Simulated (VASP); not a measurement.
```xyz
1
Lattice="-1.6837 1.6837 1.6837 1.6837 -1.6837 1.6837 1.6837 1.6837 -1.6837" Properties=species:S:1:pos:R:3 pbc="T T T"
Nb     0.0000     0.0000     0.0000
```

Level of theory: PBE GGA, VASP's PBE PAW potentials (set 64) (plane waves; VASP). Run with 300 eV cut-off, 11×11×11 Γ-centred mesh, Fermi-Dirac smearing of 0.10 eV, potentials Nb_sv.

At this cut-off the stress carries a Pulay error, which pulls relaxed volumes low.

Q: Give the stress tensor in GPa (positive for a compressed cell).

A: 
```
-8.82   0.00   0.00
 0.00  -8.82   0.00
 0.00   0.00  -8.82
```
The pressure is its mean diagonal, -8.82 GPa.

The structure comes from a computed database's Nb entry; how it stands against other phases isn't given here. The cell was not relaxed at this level.
